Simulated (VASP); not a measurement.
An input for Quantum ESPRESSO's pw.x (written as the equivalent of a VASP run, and not itself run):

```
&CONTROL
  calculation = 'vc-relax'
  pseudo_dir = './pseudo'
  outdir = './out'
  tprnfor = .true.
  tstress = .true.
  nstep = 60
  forc_conv_thr = 0.00039
/
&SYSTEM
  ibrav = 0
  nat = 2
  ntyp = 1
  ecutwfc = 96
  occupations = 'smearing'
  smearing = 'methfessel-paxton'
  degauss = 0.00735
  input_dft = 'pbe'
  nspin = 2
  starting_magnetization(1) = 0.16
/
&ELECTRONS
  conv_thr = 7.3e-08
  electron_maxstep = 100
/
&IONS
/
&CELL
/
ATOMIC_SPECIES
  Co 58.933 Co.upf
CELL_PARAMETERS angstrom
     2.4922663    0.0000000    0.0000000
    -1.2461332    2.1583662   -0.0000000
    -0.0000000    0.0000000    4.0282942
ATOMIC_POSITIONS crystal
  Co   0.6666670  0.3333330  0.7500000
  Co   0.3333330  0.6666670  0.2500000
K_POINTS automatic
  15 15 8 0 0 0
```

Question: Translate this input to VASP (INCAR, KPOINTS, POSCAR, choice of POTCAR).

Answer: This is not unique; one that fits is 
**POSCAR**
```
Co
1
    2.4922663286     0.0000000000     0.0000000000
   -1.2461331643     2.1583661850    -0.0000000000
   -0.0000000000     0.0000000000     4.0282941841
Co
2
Direct
  0.6666670000   0.3333330000   0.7500000000
  0.3333330000   0.6666670000   0.2500000000
```

INCAR:
```
# general
SYSTEM  = Co
PREC    = Accurate
ENCUT   = 480
LREAL   = F
LASPH   = T

# electronic loop
EDIFF   = 1E-6
NELM    = 100
ALGO    = Normal
LMAXMIX = 4

# smearing
ISMEAR  = 1
SIGMA   = 0.1

# functional
GGA     = PE

# spin
ISPIN   = 2
MAGMOM  = 1.6 1.6

# ions
IBRION  = 2
NSW     = 60
ISIF    = 3
EDIFFG  = -0.01

# output
LWAVE   = F
LCHARG  = F
LORBIT  = 10
```

### KPOINTS
```
kpoints
0
Gamma
15 15 8
```

POTCAR, in this order: Co (PBE.64 set). Program: vasp_std.

The two are equivalent in intent, not identical: the potentials are each code's own (VASP's PAW set, PseudoDojo norm-conserving files in pw.x), so ENCUT and ecutwfc are chosen apart and not converted; conv_thr bounds pw.x's estimated SCF error, while EDIFF bounds the energy change between steps; starting_magnetization is a fraction of the valence charge and MAGMOM a moment in μB, so they match only roughly; forc_conv_thr acts on force components and is met together with etot_conv_thr.

The compound is Co in the hcp structure. It was relaxed first. The start is the result of an earlier pass.
